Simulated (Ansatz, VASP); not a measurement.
# GeMo: VASP beside Ansatz

```
Mo Ge
1.0
     0.00000    2.60114    2.60114
     2.60114    0.00000    2.60114
     2.60114    2.60114    0.00000
Mo Ge
1 1
Direct
  0.00000 0.00000 0.00000
  0.50000 0.50000 0.50000
```

Alike in both runs: task relaxation of cell and atoms; functional r2SCAN; k mesh 14 × 14 × 14; occupations fermi-dirac, width 0.08 eV; no spin polarisation.

|  | VASP | Ansatz |
| --- | --- | --- |
| version | VASP 6.6.1 | Ansatz 0.2.0 |
| potentials or method | VASP PAW PBE potentials, release 64 (Mo_sv, Ge_d) | PAW with Ansatz's default frozen-core files, scalar-relativistic |
| plane-wave cutoff (eV) | 600 | 500 |
| valence electrons in the cell | 28 | 28 |

```tsv
	VASP	Ansatz	Ansatz less VASP
relaxed volume (Å³/atom)	16.75	16.72	-0.023
relaxed cell length with the largest relative difference (Å)	3.618	3.616	-0.0017
energy change over the relaxation (meV/atom)	-21	-22	-1.3
```

Caveats: the PAW data sets were made with another functional, which shifts forces and pressure a little (VASP).
